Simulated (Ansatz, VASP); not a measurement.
# TiGe2N4 (TiGe2N4 monolayer): VASP beside Ansatz, part 2 of 2

One calculation is typed for both programs; each brings its own data sets. How far apart do they land? The cell is taken from a series of runs on this material, whose earlier steps may have relaxed, scaled, displaced or heated it; both programs get it as it stands.

VASP 6.6.1 and Ansatz 0.2.0.

So far: Set-up; VASP: single point, PBE with D3(BJ).

## (3) Ansatz: single point, PBE with D3(BJ)

Level of this step: Ansatz beside VASP: Kohn-Sham DFT, plane waves, PBE with D3(BJ) (Ansatz).

Ansatz runs on its PAW soft_1 files.

The same cell, functional, mesh and smearing now go to Ansatz, which takes its cutoff from its data sets.

input.yaml

```yaml
crystal:
  lattice:
    - [3.0369431322, 0.0, 0.0]
    - [-1.5184715661, 2.6300699023, 0.0]
    - [0.0, 0.0, 25.2929440982]
  atoms:
    - { symbol: "N", position: [0.0, 0.0, 0.3558304626] }
    - { symbol: Ge, position: [0.3333333333, 0.6666666667, 0.3804992729] }
    - { symbol: "N", position: [0.3333333333, 0.6666666667, 0.4546978905] }
    - { symbol: Ti, position: [0.0, 0.0, 0.5] }
    - { symbol: "N", position: [0.3333333333, 0.6666666667, 0.5453021095] }
    - { symbol: Ge, position: [0.3333333333, 0.6666666667, 0.6195007271] }
    - { symbol: "N", position: [0.0, 0.0, 0.6441695374] }
kpoints:
  mp_grid: { grid: [18, 18, 1] }
  band_path:
    path: [[0, 0, 0], [0.5, 0, 0], [0.33333333, 0.33333333, 0], [0, 0, 0]]
    npoints: 16
hamiltonian:
  xc: pbe
  dispersion: d3bj
  pseudopotentials: { kind: paw, azcp: { folder: soft_1 } }
scf:
  occupations: { method: fermi_dirac, width: 0.02585 }
  convergence: { dr2_threshold: 1.0e-10 }
efield:
  axis: 3
  dipole_correction: true
  ramp_position: 0.97
  ramp_width: 0.06
  amplitude: 0
output:
  dos: { projected: true, e_range: [-6, 5] }
  write_potential: true
  write_density: true
  volumetric_format: npy
  elf: true
```

Command:

```bash
$ ansatz run input.yaml --threads 2 --pin off --max-ram 3072MiB --backend cpu --events-out ev --progress --plain --runs-dir out
```

Numbers of over 12 decimals in the logs are rounded to 6 here.

What it wrote:

```text
Engine: ansatz 0.2.0, aarch64-unknown-linux-gnu
Pseudopotentials: kind: paw
Pseudopotential: N, paw, valence charge 5, recommended cutoff 420 eV (normal), soft_1/N.paw.azcp
Pseudopotential: Ge, paw, valence charge 14, recommended cutoff 420 eV (normal), soft_1/Ge.paw.azcp
Pseudopotential: Ti, paw, valence charge 12, recommended cutoff 420 eV (normal), soft_1/Ti.paw.azcp
Functional definition: PBE
  parameter kappa = 0.804
  parameter beta = 0.066725
  exchange = pbe_x(kappa = kappa, mu = beta*pi^2/3)
  correlation = pbe_c(beta = beta)
Crystal: 7 atoms, lattice volume = 202.024 Å³
Basis set: ecut = 420 eV, 3913 PW (Γ)
Bands: 37, of which v1, the nominal top of the filled ones, is band 30 counted from 1 (29 counted from 0)
Symmetry: 6 space group operations
k-points: 37 of 324 (time reversal used)
Non-local potential: N, projectors of the file, l = 0: 2, l = 1: 2, l = 2: 1
Non-local potential: Ge, projectors of the file, l = 0: 2, l = 1: 2, l = 2: 3, l = 3: 1
Non-local potential: Ti, projectors of the file, l = 0: 3, l = 1: 2, l = 2: 3, l = 3: 1
PAW form: soft (Blöchl's): semilocal exchange-correlation on the pseudo side does not see the compensation charge
PAW one-centre angular grid: N, 110 points (default); XC on 64 Gauss nodes
PAW one-centre angular grid: Ge, 590 points (default); XC on 64 Gauss nodes
PAW one-centre angular grid: Ti, 590 points (default); XC on 64 Gauss nodes
Initial density: superposition of atomic densities (neutral atoms: chi_scale 0, normalization atom)
Initial wavefunctions: pseudopotential atomic-orbital guess
Functional: x = pbe(κ = 0.804, μ = 0.219515), c = pbe(β = 0.066725)
SCF iter   1: F=—  HF=-12638.395534 eV  |F-HF|=—  |Δ(HF+E_count)|=         —  Δρ=1.20e-1  dr2=3.38e1  ethr=3.10e-3  p=0.000 e·Å  D=1.25e-14 V/Å  ΔV_dip=-0.00 eV  dr2_dipole=9.34e-8  V_vac-E_F(+/−)=9.09/9.09 eV  ⟨swp⟩=8.7  Hψ=6577  notcnv=0
efield: sawtooth ramp at fractional position 0.9700 (set: `efield.ramp_position`, or a place that a band, a saddle search or an elastic batch's reference lends), width 0.0600; the density the first Hamiltonian is built on has a dipole p = 0.000 e·Å; the dipole correction subtracts the counter field D = 1.25e-14 V/Å, which shifts the + side's vacuum level by -0.00 eV against the − side's; the planar-averaged density in the ramp window peaks in size at 3.3e-7 e/Å³
preconditioner: auto → none  [insulator: Δε(μ)=3.326 eV  Ē_g=19.125 eV  σ=0.026 eV  W_gap=1.00  n_scr=16 (ndim 8)  ℏωp=19.9 eV  f_vac=0.587  D(μ)=0.00/eV (n_scr^D=0)  ε∞_Penn≈2.1]
SCF iter   2: F=—  HF=-12642.679582 eV  |F-HF|=—  |Δ(HF+E_count)|=    4.28e0  Δρ=2.45e-1  dr2=2.29e2  ethr=3.10e-3  p=-0.000 e·Å  D=-2.05e-4 V/Å  ΔV_dip=0.01 eV  dr2_dipole=1.93e-4  V_vac-E_F(+/−)=8.12/8.11 eV  ⟨swp⟩=4.5  Hψ=3895  notcnv=0  defer=82  recentre
preconditioner: auto → LDOS  [metal: Δε(μ)=0.010 eV  Ē_g=16.095 eV  σ=0.026 eV  W_gap=0.10  n_scr=16 (ndim 8)  ℏωp=18.8 eV  f_vac=0.598  D(μ)=4.22/eV (n_scr^D=14)  β→1.0]
SCF iter   3: F=—  HF=-12631.682447 eV  |F-HF|=—  |Δ(HF+E_count)|=    1.10e1  Δρ=5.96e-2  dr2=8.51e0  ethr=3.10e-3  p=-0.000 e·Å  D=-4.15e-4 V/Å  ΔV_dip=0.01 eV  dr2_dipole=1.74e-6  V_vac-E_F(+/−)=7.84/7.83 eV  ⟨swp⟩=4.0  Hψ=3930  notcnv=0  defer=58
SCF iter   4: F=—  HF=-12631.058857 eV  |F-HF|=—  |Δ(HF+E_count)|=   6.24e-1  Δρ=3.47e-2  dr2=8.19e0  ethr=3.10e-3  p=0.003 e·Å  D=2.32e-3 V/Å  ΔV_dip=-0.06 eV  dr2_dipole=4.81e-4  V_vac-E_F(+/−)=3.98/4.04 eV  ⟨swp⟩=4.5  Hψ=4011  notcnv=0  defer=52
SCF iter   5: F=—  HF=-12629.806679 eV  |F-HF|=—  |Δ(HF+E_count)|=    1.25e0  Δρ=1.24e-2  dr2=2.93e-1  ethr=3.10e-3  p=-0.001 e·Å  D=-7.76e-4 V/Å  ΔV_dip=0.02 eV  dr2_dipole=2.32e-5  V_vac-E_F(+/−)=6.32/6.30 eV  ⟨swp⟩=3.5  Hψ=2373  notcnv=0  defer=84
SCF iter   6: F=—  HF=-12629.780122 eV  |F-HF|=—  |Δ(HF+E_count)|=   2.66e-2  Δρ=3.55e-3  dr2=3.66e-2  ethr=4.88e-4  p=0.004 e·Å  D=3.19e-3 V/Å  ΔV_dip=-0.08 eV  dr2_dipole=5.19e-4  V_vac-E_F(+/−)=6.10/6.18 eV  ⟨swp⟩=2.6  Hψ=2143  notcnv=0  defer=84
SCF iter   7: F=—  HF=-12629.777299 eV  |F-HF|=—  |Δ(HF+E_count)|=   2.82e-3  Δρ=1.33e-3  dr2=2.24e-2  ethr=6.11e-5  p=-0.013 e·Å  D=-1.19e-2 V/Å  ΔV_dip=0.30 eV  dr2_dipole=8.29e-3  V_vac-E_F(+/−)=6.40/6.10 eV  ⟨swp⟩=4.6  Hψ=2595  notcnv=0  defer=84
SCF iter   8: F=—  HF=-12629.774967 eV  |F-HF|=—  |Δ(HF+E_count)|=   2.33e-3  Δρ=8.45e-4  dr2=5.71e-3  ethr=3.74e-5  p=0.005 e·Å  D=4.55e-3 V/Å  ΔV_dip=-0.11 eV  dr2_dipole=1.53e-3  V_vac-E_F(+/−)=6.18/6.30 eV  ⟨swp⟩=3.5  Hψ=1888  notcnv=0  defer=83
SCF iter   9: F=—  HF=-12629.774418 eV  |F-HF|=—  |Δ(HF+E_count)|=   5.49e-4  Δρ=3.83e-4  dr2=3.57e-4  ethr=9.51e-6  p=0.002 e·Å  D=1.55e-3 V/Å  ΔV_dip=-0.04 eV  dr2_dipole=8.55e-5  V_vac-E_F(+/−)=6.22/6.26 eV  ⟨swp⟩=2.6  Hψ=1758  notcnv=0  defer=79
SCF iter  10: F=—  HF=-12629.774387 eV  |F-HF|=—  |Δ(HF+E_count)|=   3.03e-5  Δρ=1.73e-4  dr2=3.48e-5  ethr=5.95e-7  p=0.000 e·Å  D=4.00e-5 V/Å  ΔV_dip=-0.00 eV  dr2_dipole=1.12e-6  V_vac-E_F(+/−)=6.24/6.24 eV  ⟨swp⟩=2.2  Hψ=1806  notcnv=0  defer=79
SCF iter  11: F=—  HF=-12629.774398 eV  |F-HF|=—  |Δ(HF+E_count)|=   1.10e-5  Δρ=5.44e-5  dr2=3.09e-6  ethr=5.80e-8  p=0.000 e·Å  D=3.85e-5 V/Å  ΔV_dip=-0.00 eV  dr2_dipole=7.06e-8  V_vac-E_F(+/−)=6.24/6.24 eV  ⟨swp⟩=2.2  Hψ=1816  notcnv=0  defer=79
SCF iter  12: F=—  HF=-12629.774421 eV  |F-HF|=—  |Δ(HF+E_count)|=   2.28e-5  Δρ=2.32e-5  dr2=1.26e-6  ethr=5.15e-9  p=-0.000 e·Å  D=-1.82e-5 V/Å  ΔV_dip=0.00 eV  dr2_dipole=8.54e-9  V_vac-E_F(+/−)=6.24/6.24 eV  ⟨swp⟩=2.1  Hψ=2190  notcnv=0  defer=79
SCF iter  13: F=—  HF=-12629.774421 eV  |F-HF|=—  |Δ(HF+E_count)|=   3.64e-7  Δρ=6.94e-6  dr2=8.10e-8  ethr=2.10e-9  p=0.000 e·Å  D=2.16e-6 V/Å  ΔV_dip=-0.00 eV  dr2_dipole=2.31e-10  V_vac-E_F(+/−)=6.24/6.24 eV  ⟨swp⟩=2.1  Hψ=1726  notcnv=0  defer=79
SCF iter  14: F=—  HF=-12629.774421 eV  |F-HF|=—  |Δ(HF+E_count)|=   1.96e-8  Δρ=2.36e-6  dr2=1.05e-8  ethr=1.35e-10  p=0.000 e·Å  D=1.91e-6 V/Å  ΔV_dip=-0.00 eV  dr2_dipole=1.18e-10  V_vac-E_F(+/−)=6.24/6.24 eV  ⟨swp⟩=2.8  Hψ=2048  notcnv=0  defer=79
SCF iter  15: F=—  HF=-12629.774421 eV  |F-HF|=—  |Δ(HF+E_count)|=   1.99e-9  Δρ=1.06e-6  dr2=1.07e-9  ethr=1.75e-11  p=0.000 e·Å  D=3.99e-7 V/Å  ΔV_dip=-0.00 eV  dr2_dipole=5.31e-12  V_vac-E_F(+/−)=6.24/6.24 eV  ⟨swp⟩=2.4  Hψ=2060  notcnv=0  defer=79
SCF iter  16: F=—  HF=-12629.774421 eV  |F-HF|=—  |Δ(HF+E_count)|=  8.48e-10  Δρ=4.63e-7  dr2=2.34e-10  ethr=1.79e-12  p=0.000 e·Å  D=6.91e-7 V/Å  ΔV_dip=-0.00 eV  dr2_dipole=2.48e-11  V_vac-E_F(+/−)=6.24/6.24 eV  ⟨swp⟩=2.1  Hψ=1953  notcnv=0  defer=79
SCF iter  17: F=-12629.774421 eV  HF=-12629.774421 eV  |F-HF|=7.28e-12  |Δ(HF+E_count)|=  3.67e-10  Δρ=1.30e-7  dr2=5.18e-11  ethr=1.00e-12  p=0.000 e·Å  D=2.09e-7 V/Å  ΔV_dip=-0.00 eV  dr2_dipole=4.44e-12  V_vac-E_F(+/−)=6.24/6.24 eV  ⟨swp⟩=12.6  Hψ=5116  notcnv=0
SCF 1 converged in 17 iterations: F = -12629.774421 eV  dr2 = 5.18e-11
  greatest PAW one-centre occupation: 0.999 electrons in one spin orbital (limit 2), on the Ti atom at site 3 (counted from 0), in its partial waves of l = 0
NSCF: frozen V_eff on 49 k-points
efield: sawtooth ramp at fractional position 0.9700 (kept from the solve that this one continues, or follows in the run), width 0.0600; the density the first Hamiltonian is built on has a dipole p = 0.000 e·Å; the dipole correction subtracts the counter field D = 2.09e-7 V/Å, which shifts the + side's vacuum level by -0.00 eV against the − side's; the planar-averaged density in the ramp window peaks in size at 6.4e-7 e/Å³
WARN: The output density's exchange-correlation potential varies sharply where the density is thin. Do not read a vacuum level from v_tot or v_xc, or from such a field of the output density. On a cell that repeats whose density bears no net charge and no dipole along the vacuum's axis use v_es (v_loc + v_h of the components); under efield.dipole_correction with no amplitude use v_es + v_field, which holds any externa [...]
SCF converged after 17 iterations
Free energy (F): -12629.774421 eV
Harris-Foulkes:  -12629.774421 eV  (|F-HF|=7.28e-12)
Internal energy: -12629.774421 eV  (E = F + TS)
E sigma→0 (E₀):  -12629.774421 eV
Fermi energy:    0.419026 eV
Dipole field:    D = -0.000003 V/Å  (p = -0.000003 e·Å, saw-weighted, corrected)
Work function:   Φ+ = 6.2388 eV   Φ− = 6.2388 eV
Levels:          The Fermi level and band energies are counted from a zero that moves with the ramp; work functions are not
--- Per-component energies (eV) ---
  E_band       = -997.135636
  E_kinetic    = 979.070146
  E_local      = -76280.798285  (includes V_loc(G=0)·N_el)
  E_nonlocal   = 645.158062
  E_hartree    = 37544.443765
  E_xc         = -496.045850
  E_vxc        = -575.954295  (∫ρ·V_xc dr)
  E_paw        = -5590.085920  (= ΣΔE_a)
  E_vpaw       = -853.501917  (= ΣTr[D̂ρ^β])
  E_aug_tail   = 0.003284  (compensation charges beyond the density's cutoff)
  E_efield     = 0.000000  (sawtooth field / dipole correction)
  E_vefield    = 0.000000  (∫n·V_field dr)
  E_ewald      = 30570.125361
  E_disp       = -1.644985  (pairwise vdW)
  E_smearing   = -0.000000  (= −TS)
  E_closure    = 0.000000  (closes the sum)
  Σ components = -12629.774421   (vs F -12629.774421, Δ=0.00e0)
--- Band table (eV; the first three rows and the last of 37) ---
  k-point 0: bands = [... 26 lower, -1.7408, -0.7964, -0.7964, -0.4011, 1.6538, 3.1722, 3.3306, 3.8715, ... 3 higher]
  k-point 1: bands = [... 26 lower, -1.7773, -0.8939, -0.8447, -0.3008, 1.7731, 3.2668, 3.2698, 3.9294, ... 3 higher]
  k-point 2: bands = [... 26 lower, -1.8311, -1.0707, -0.9789, -0.2217, 1.8885, 3.2281, 3.3697, 4.0940, ... 3 higher]
  k-point 36: bands = [... 26 lower, -2.5052, -2.2458, -1.0598, -0.5036, 1.4370, 2.5511, 4.1224, 4.5399, ... 3 higher]
```

## (4) Differences

Known differences besides the potentials themselves: the cutoff is 420 eV in Ansatz and 520 eV in VASP. Total energies have different zeros and are not compared.

The two programs side by side:

```tsv
quantity	Ansatz	VASP	difference
gap on the k mesh (eV)	1.309	1.306	+0.003
```

A gap on the mesh is an upper bound, since the band edges may lie between its points. With vacuum in the cell, a pressure given here is an average over mostly empty space and none of the material.

## (5) Summary of results

- difference in gap on the k mesh (single point, PBE with D3(BJ)): 0.0029 eV

The difference in gap on the k mesh is 0.0029 eV (single point, PBE with D3(BJ)), within the 0.08 eV picked in this series as the mark of a large difference. How closely two codes agree says nothing of how well the functional describes the real material.

[Lines on the potential files, build, host, timing and source positions are cut from VASP's logs without a mark.]

[Logs are printed without paths, hosts, clocks, repeated set-up lines and the standing remarks that a program may print on its own settings, such as how far it seeks lower states.]

[Hosts, paths, dates, database ids (printed as entryN), source tags and the programs' standing remarks are cut or masked in the printed files.]
